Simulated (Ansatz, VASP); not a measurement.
# BiN in two plane-wave programs, part 2 of 2

Aim: how closely do two programs agree when they are given the same cell, functional and k mesh? The cell is generated by rule, not measured, and may not be a known phase. Of the first pair: The cell is taken from a series of runs on this material, whose earlier steps may have relaxed, scaled, displaced or heated it; both programs get it as it stands.

VASP 6.6.1 and Ansatz 0.2.0.

So far: Set-up; VASP: relaxation of cell and atoms, PBEsol, pair 1; Ansatz: relaxation of cell and atoms, PBEsol, pair 1; Comparison.

## (5) Ansatz: relaxation of cell and atoms, PBEsol, pair 2

Level of this step: Ansatz beside VASP: Kohn-Sham DFT, plane waves, PBEsol (Ansatz).

The relaxed volume is the usual yardstick between codes: in a stiff, nearly cubic crystal its relative difference is about their pressure difference at one cell divided by the bulk modulus. Its start cell is another than that of the pair before, and may be another structure of the material.

The two relaxations start from unlike cells of this crystal (the structure described is Ansatz's start), so only their ends are compared.

input.yaml

```yaml
crystal:
  lattice:
    - [0.0, 2.02566, 2.02566]
    - [2.02566, 0.0, 2.02566]
    - [2.02566, 2.02566, 0.0]
  atoms:
    - { symbol: Bi, position: [0.0, 0.0, 0.0] }
    - { symbol: "N", position: [0.5, 0.5, 0.5] }
kpoints:
  mp_grid: { grid: [8, 8, 8] }
hamiltonian:
  xc: pbesol
scf:
  occupations: { method: gaussian, width: 0.1 }
output:
  forces: true
  stress: true
  eigenvalues: true
relax:
  adjacent_minimum: "off"
  f_tol: 0.05
  max_steps: 80
  cell: { stress_tol: 0.5 }
```

Started as:

```bash
$ ansatz run input.yaml --threads 4 --pin off --max-ram 7168MiB --backend cpu --events-out ev --progress --plain --runs-dir out
```

Numbers of over 12 decimals in the logs are rounded to 6 here.

The program printed:

```text
[...]
Crystal: 2 atoms, lattice volume = 16.624 Å³
Basis set: ecut = 420 eV, 331 PW (Γ), exchange–correlation on 40×40×40 points (8 copies of the dense FFT grid, shifted against one another)
Bands: 14, of which v1, the nominal top of the filled ones, is band 10 counted from 1 (9 counted from 0)
Symmetry: 48 space group operations
[...]
k-points: 29 of 512
[...]
k-point 28: bands = [... 6 lower, 3.1577, 7.5579, 7.5579, 12.6980, 15.6839, 17.8212, 17.8212, 23.7825]
--- Relaxed structure (10 steps of the walk, 10 accepted, 2 SCFs on fresh bases) ---
[...]
cell:  # Å, volume = 32.8630 Å³
    - [0, 2.542293, 2.542293]
    - [2.542293, 0, 2.542293]
    - [2.542293, 2.542293, 0]
  atoms:
    - { symbol: Bi, position: [0, 0, 0] }
    - { symbol: N, position: [0.5, 0.5, 0.5] }
[key lines of the parts left out:]
SCF converged after 6 iterations
Free energy (F): -12619.162138 eV
Fermi energy:    13.388768 eV
P = ⅓ Tr σ = -0.0660 GPa (-0.660 kbar)
```

## (6) VASP: relaxation of cell and atoms, PBEsol, pair 2

Its own start cell and the same functional, mesh and smearing now go to VASP, with its own data sets.

INCAR

```
SYSTEM = BiN
PREC = Accurate
ENCUT = 600
EDIFF = 1E-07
NELM = 120
ISMEAR = 0
SIGMA = 0.1
LREAL = .FALSE.
ALGO = Normal
GGA = PS
NBANDS = 16
LORBIT = 11
LWAVE = .FALSE.
LCHARG = .FALSE.
ISIF = 3
IBRION = 2
NSW = 80
EDIFFG = -0.005
LASPH = .TRUE.
GGA_COMPAT = .FALSE.
NELMIN = 4
EFERMI = MIDGAP
KPAR = 2
```

POSCAR

```
BiN
1.0
    0.0000000000      2.5243710503      2.5243710503
    2.5243710503      0.0000000000      2.5243710503
    2.5243710503      2.5243710503      0.0000000000
Bi N
1 1
Direct
    0.0000000000      0.0000000000      0.0000000000
    0.5000000000      0.5000000000      0.5000000000
```

KPOINTS

```
Automatic mesh
0
Gamma
8 8 8
0 0 0
```

Potentials, in the order of the species: Bi_d and N (PBE family, release 64).

Started as:

```bash
$ mpirun -np 2 vasp_std
```

The program printed:

```text
[banner, memory and clock lines left out]
running    2 mpi-ranks, on    1 nodes
[...]
[... a notice as in an earlier step ...]

 LDA part: xc-table for (Slater+PW92), standard interpolation
 POSCAR, INCAR and KPOINTS ok, starting setup
[...]
entering main loop
       N       E                     dE             d eps       ncg     rms          rms(c)
DAV:   1     0.163951101643E+03    0.16395E+03   -0.11732E+04   960   0.173E+03
DAV:   2    -0.199417256381E+01   -0.16595E+03   -0.16052E+03  1104   0.422E+02
DAV:   3    -0.131704339588E+02   -0.11176E+02   -0.11145E+02  1136   0.105E+02
DAV:   4    -0.133942795843E+02   -0.22385E+00   -0.22381E+00  1184   0.161E+01
[...]
DAV:  14    -0.115984505880E+02    0.30949E-06   -0.55093E-08   736   0.332E-03    0.259E-03
DAV:  15    -0.115984504869E+02    0.10107E-06   -0.35246E-08   672   0.146E-03    0.700E-04
DAV:  16    -0.115984504547E+02    0.32279E-07   -0.72255E-09   568   0.818E-04
   1 F= -.11598450E+02 E0= -.11598443E+02  d E =-.115985E+02
[...]
DAV:  11    -0.115976801754E+02    0.13851E-07   -0.40257E-09   544   0.609E-04
   2 F= -.11597680E+02 E0= -.11597677E+02  d E =0.770279E-03
 trial-energy change:    0.000770  1 .order    0.000285   -0.026278    0.026849
 step:   0.4810(harm=  0.4946)  dis= 0.00000  next Energy=   -11.604716 (dE=-0.627E-02)
[...]
N       E                     dE             d eps       ncg     rms          rms(c)
DAV:   1    -0.117003943618E+02   -0.10271E+00   -0.23757E+00  1160   0.253E+01    0.179E+00
DAV:   2    -0.116194310916E+02    0.80963E-01   -0.17975E-01  1168   0.638E+00    0.642E-01
DAV:   3    -0.116053879456E+02    0.14043E-01   -0.46022E-02  1320   0.358E+00    0.206E-01
DAV:   4    -0.116044994483E+02    0.88850E-03   -0.68355E-03  1264   0.940E-01    0.556E-02
DAV:   5    -0.116046761778E+02   -0.17673E-03   -0.70569E-04   968   0.198E-01    0.184E-02
DAV:   6    -0.116046736958E+02    0.24820E-05   -0.39046E-05  1424   0.975E-02    0.111E-02
DAV:   7    -0.116046699831E+02    0.37127E-05   -0.78482E-06  1064   0.211E-02    0.152E-03
DAV:   8    -0.116046699013E+02    0.81814E-07   -0.23767E-07  1096   0.559E-03
   3 F= -.11604670E+02 E0= -.11604665E+02  d E =-.621945E-02
[...]
reached required accuracy - stopping structural energy minimisation
```

Parts of OUTCAR (step 6):

```text
  Total        0.0013298      0.0013298      0.0013298     -0.0000000      0.0000000     -0.0000000
  in kB        0.0648513      0.0648513      0.0648513     -0.0000000      0.0000000     -0.0000000
  external PRESSURE =       0.0648513 kB  Pullay stress =       0.0000000 kB

 POSITION                                       TOTAL-FORCE (eV/Angst)
 -----------------------------------------------------------------------------------
      0.00000      0.00000      0.00000         0.000000      0.000000     -0.000000
      2.54202      2.54202      2.54202        -0.000000     -0.000000      0.000000
 -----------------------------------------------------------------------------------
    total drift:                                0.000000      0.000000      0.000000

  FREE ENERGIE OF THE ION-ELECTRON SYSTEM (eV)
  ---------------------------------------------------
  free  energy   TOTEN  =       -11.6046699013 eV

  energy  without entropy=      -11.6046591487  energy(sigma->0) =      -11.60466453

[... 1 part as in an earlier step ...]

[... 3 further parts left out ...]
[key lines of the parts left out:]
E-fermi :   9.0977
```

## (7) Side by side

The two programs side by side:

```
                                         quantity  Ansatz   VASP  difference
                                      volume (Å³)   32.86  32.85     +0.03 %
edge a after relaxation, in the typed setting (Å)   3.595  3.595     +0.01 %
```

## (8) VASP: relaxation of cell and atoms, PBEsol, pair 3

The relaxed volume is the usual yardstick between codes: in a stiff, nearly cubic crystal its relative difference is about their pressure difference at one cell divided by the bulk modulus. Its start cell is another than that of the pair before, and may be another structure of the material.

Changes to INCAR since step 6:

```diff
@@ -6,3 +6,3 @@
 ISMEAR = 0
-SIGMA = 0.1
+SIGMA = 0.01
 LREAL = .FALSE.
```

POSCAR

```
BiN
1.0
   -1.7851470000      1.7851470000      2.6670950000
    1.7851470000     -1.7851470000      2.6670950000
    1.7851470000      1.7851470000     -2.6670950000
Bi N
1 1
Direct
    0.9816063920      0.9816063920      0.0000000000
    0.5587839953      0.5587839953      0.0000000000
```

KPOINTS

```
Automatic mesh
0
Gamma
10 10 10
0 0 0
```

Started as:

```bash
$ mpirun -np 2 vasp_std
```

The program printed:

```text
[... set-up lines as in an earlier step ...]
 entering main loop
       N       E                     dE             d eps       ncg     rms          rms(c)
DAV:   1     0.166594809104E+03    0.16659E+03   -0.11764E+04  3296   0.172E+03
DAV:   2    -0.137574885466E+01   -0.16797E+03   -0.16298E+03  3672   0.421E+02
DAV:   3    -0.132576791064E+02   -0.11882E+02   -0.11827E+02  4064   0.107E+02
DAV:   4    -0.135083035247E+02   -0.25062E+00   -0.25055E+00  4184   0.169E+01
[...]
DAV:  12    -0.116644727352E+02    0.72783E-05   -0.14345E-05  4160   0.362E-02    0.129E-02
DAV:  13    -0.116644721200E+02    0.61514E-06   -0.16097E-06  4448   0.141E-02    0.439E-03
DAV:  14    -0.116644720383E+02    0.81720E-07   -0.55482E-08  2544   0.224E-03
   1 F= -.11664472E+02 E0= -.11664472E+02  d E =-.116645E+02
[... from here on, the cycles between the ionic steps are left out ...]
   2 F= -.11664490E+02 E0= -.11664490E+02  d E =-.184565E-04
   3 F= -.11664493E+02 E0= -.11664493E+02  d E =-.208009E-04
   4 F= -.11664502E+02 E0= -.11664502E+02  d E =-.944257E-05
   5 F= -.11664502E+02 E0= -.11664502E+02  d E =-.956696E-05
   6 F= -.11664500E+02 E0= -.11664500E+02  d E =-.682028E-05
   7 F= -.11664502E+02 E0= -.11664502E+02  d E =-.950608E-05
   8 F= -.11664511E+02 E0= -.11664511E+02  d E =-.844291E-05
 trial-energy change:   -0.000008  1 .order   -0.000009   -0.000012   -0.000006
 step:   1.9254(harm=  1.9254)  dis= 0.00106  next Energy=   -11.664514 (dE=-0.112E-04)
 reached required accuracy - stopping structural energy minimisation
```

Parts of OUTCAR (step 8):

```text
  Total        0.0070003      0.0070003     -0.0060745      0.0000000      0.0000000      0.0000000
  in kB        0.3300762      0.3300762     -0.2864232      0.0000000      0.0000000      0.0000000
  external PRESSURE =       0.1245764 kB  Pullay stress =       0.0000000 kB

 POSITION                                       TOTAL-FORCE (eV/Angst)
 -----------------------------------------------------------------------------------
      0.00000      0.00000      5.23641         0.000000      0.000000     -0.000060
      1.78498      1.78498      0.31126        -0.000000     -0.000000      0.000060
 -----------------------------------------------------------------------------------
    total drift:                                0.000000      0.000000     -0.000257

  FREE ENERGIE OF THE ION-ELECTRON SYSTEM (eV)
  ---------------------------------------------------
  free  energy   TOTEN  =       -11.6645107882 eV

  energy  without entropy=      -11.6645107882  energy(sigma->0) =      -11.66451079

[... 1 part as in an earlier step ...]

[... 3 further parts left out ...]
[key lines of the parts left out:]
E-fermi :   8.8649
```

## (9) Ansatz: relaxation of cell and atoms, PBEsol, pair 3

The same cell, functional and mesh now go to Ansatz, which takes its cutoff from its data sets.

The cell is taken from a series of runs on this material, whose earlier steps may have relaxed, scaled, displaced or heated it; both programs get it as it stands.

input.yaml

```yaml
crystal:
  lattice:
    - [-1.7851467476, 1.7851467476, 2.6670945221]
    - [1.7851467476, -1.7851467476, 2.6670945221]
    - [1.7851467476, 1.7851467476, -2.6670945221]
  atoms:
    - { symbol: Bi, position: [0.9816065042, 0.9816065042, 0.0] }
    - { symbol: "N", position: [0.5587841002, 0.5587841002, 0.0] }
kpoints:
  mp_grid: { grid: [10, 10, 10] }
hamiltonian:
  xc: pbesol
scf:
  occupations: { method: fixed }
output:
  forces: true
  stress: true
  eigenvalues: true
relax:
  adjacent_minimum: "off"
  f_tol: 0.001
  max_steps: 60
  cell: { stress_tol: 0.01 }
```

Started as:

```bash
$ ansatz run input.yaml --threads 4 --pin off --max-ram 7168MiB --backend cpu --events-out ev --progress --plain --runs-dir out
```

The program printed:

```text
[...]
Crystal: 2 atoms, lattice volume = 33.997 Å³
Basis set: ecut = 420 eV, 641 PW (Γ), exchange–correlation on 50×50×50 points (8 copies of the dense FFT grid, shifted against one another)
Bands: 14, of which v1, the nominal top of the filled ones, is band 10 counted from 1 (9 counted from 0)
Symmetry: 8 space group operations
[...]
k-points: 102 of 1000 (time reversal used)
[...]
k-point 101: bands = [... 6 lower, 2.6190, 7.3748, 8.8310, 8.8310, 17.4102, 17.5899, 18.9072, 18.9072]
--- Relaxed structure (3 steps of the walk, 2 accepted, 1 SCFs on fresh bases) ---
[...]
cell:  # Å, volume = 34.0024 Å³
    - [-1.785191, 1.785191, 2.667352]
    - [1.785191, -1.785191, 2.667352]
    - [1.785191, 1.785191, -2.667352]
  atoms:
    - { symbol: Bi, position: [0.981592, 0.981592, 0] }
    - { symbol: N, position: [0.558799, 0.558799, 0] }
[key lines of the parts left out:]
SCF converged after 5 iterations
Free energy (F): -12619.223658 eV
Fermi energy:    12.679877 eV
P = ⅓ Tr σ = 0.0009 GPa (0.009 kbar)
```

## (10) Comparison

What differs besides the data sets and the points named for the pairs above, as far as they apply: fixed occupations in Ansatz, narrow Gaussian smearing in VASP. Total energies have different zeros and are not compared.

Both answers:

```
                                         quantity  Ansatz   VASP  difference
                                      volume (Å³)   34.00  33.98     +0.07 %
edge a after relaxation, in the typed setting (Å)   3.673  3.672     +0.03 %
```

## (11) Outcome

```json
{
 "difference in volume (relaxation of cell and atoms, PBEsol, pair 1)": "-0.0095 %",
 "difference in volume (relaxation of cell and atoms, PBEsol, pair 2)": "0.032 %",
 "difference in volume (relaxation of cell and atoms, PBEsol, pair 3)": "0.069 %"
}
```

**Reading.** The difference in volume is 0.069 % (relaxation of cell and atoms, PBEsol, pair 3), within the 1.2 % picked in this series as the mark of a large difference, as far as the stopping tolerances let one tell. 1 further run of this series is not shown here. How closely two codes agree says nothing of how well the functional describes the real material.

[Lines on the potential files, build, host, timing and source positions are cut from VASP's logs without a mark.]

[Logs are printed without paths, hosts, clocks, repeated set-up lines and the standing remarks that a program may print on its own settings, such as how far it seeks lower states.]

[Hosts, paths, dates, database ids (printed as entryN), source tags and the programs' standing remarks are cut or masked in the printed files.]
